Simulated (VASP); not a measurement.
Given:

```xyz
4
Lattice="3.5507 0.0000 0.0000 0.0000 3.5507 0.0000 0.0000 0.0000 3.5507" Properties=species:S:1:pos:R:3 pbc="T T T"
Al     0.0000     0.0000     0.0000
Ni     0.0000     1.7754     1.7754
Ni     1.7754     0.0000     1.7754
Ni     1.7754     1.7754     0.0000
```
Starting moments (μB, in the order of the record's atoms Al Ni Ni Ni): 0.0 0.2 0.2 0.2.

The numbers are results of LDA (Ceperley-Alder, Perdew-Zunger), VASP's LDA PAW potentials (set 64) (plane waves; VASP 6.6.1), not measurements. Settings: 520 eV cut-off, 9×9×9 Γ-centred mesh, first-order Methfessel-Paxton smearing of 0.10 eV, potentials Al Ni.

Question: Estimate the cell moment, energy per atom (σ→0), pressure, band gap (on the k-mesh) with the smallest direct gap where there is one.

Answer: 
| Item | Value |
|---|---|
| band gap (on the k-mesh) | none (metal, semimetal or under 0.01 eV) |
| cell moment | 0.00 μB |
| energy per atom (σ→0) | -6432 meV/atom |
| pressure | -11.54 GPa |

Only differences to runs with the same potentials and settings are physical.

The compound is Ni3Al in the L1_2 structure. This cell is one point of a volume scan, at 1.06 of the reference volume.
